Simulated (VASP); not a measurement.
The system is Si3N4.

```
Si N
1.0
     0.00000    3.87223    3.87223
     3.87223    0.00000    3.87223
     3.87223    3.87223    0.00000
Si N
6 8
Direct
  0.12500 0.12500 0.62500
  0.12500 0.62500 0.12500
  0.62500 0.12500 0.12500
  0.12500 0.12500 0.12500
  0.75000 0.75000 0.75000
  0.50000 0.50000 0.50000
  0.36756 0.36756 0.36756
  0.35268 0.88244 0.88244
  0.88244 0.88244 0.35268
  0.88244 0.35268 0.88244
  0.36756 0.36756 0.89732
  0.36756 0.89732 0.36756
  0.88244 0.88244 0.88244
  0.89732 0.36756 0.36756
```

The cell is a database's computed one.

Base run:

| Property | Result |
| --- | --- |
| Program | VASP 6.6.1 |
| Functional | r2SCAN |
| Potentials or basis | VASP PAW PBE potentials, release 64 (Si, N) |
| Cutoff | 520 eV |
| k mesh | 6 × 6 × 6 |
| Occupations | gaussian, width 0.03 eV |
| Spin | no spin polarisation |

Its results: band gap on the k mesh 4.00 eV, indirect (least direct gap 4.03 eV).

Problem. The run is repeated on the same cell with these changes: functional from r2SCAN to TB-mBJ. What comes out?

Solution. Band gap on the k mesh 4.72 eV, indirect (least direct gap 4.80 eV).
